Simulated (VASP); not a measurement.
Energy against volume of ZnS (zinc blende). Method: revPBE GGA, VASP's PBE PAW potentials (set 64) (plane waves; VASP 6.6.1). Run with 520 eV cut-off, 8×8×8 Γ-centred mesh, Gaussian smearing of 0.050 eV, potentials Zn S.

```json
[
 {"V (Å³/atom)": "19.503", "E (eV/atom)": "-3.12571"},
 {"V (Å³/atom)": "20.126", "E (eV/atom)": "-3.13861"},
 {"V (Å³/atom)": "20.748", "E (eV/atom)": "-3.14268"},
 {"V (Å³/atom)": "21.371", "E (eV/atom)": "-3.13929"}
]
```

Problem. Fit these four points and predict the energy of the run at 21.993 Å³/atom.

Solution. A cubic in V^(−2/3), the third-order Birch-Murnaghan form, passes through the four points with V0 = 20.76 Å³/atom and B0 = 64 GPa, and gives -3.1296 eV/atom there. The run gave -3.1296 eV/atom, +0.0 meV/atom from the fit; all five points give B0 = 64 GPa.

The compound is ZnS in the zinc blende structure. It was relaxed first.
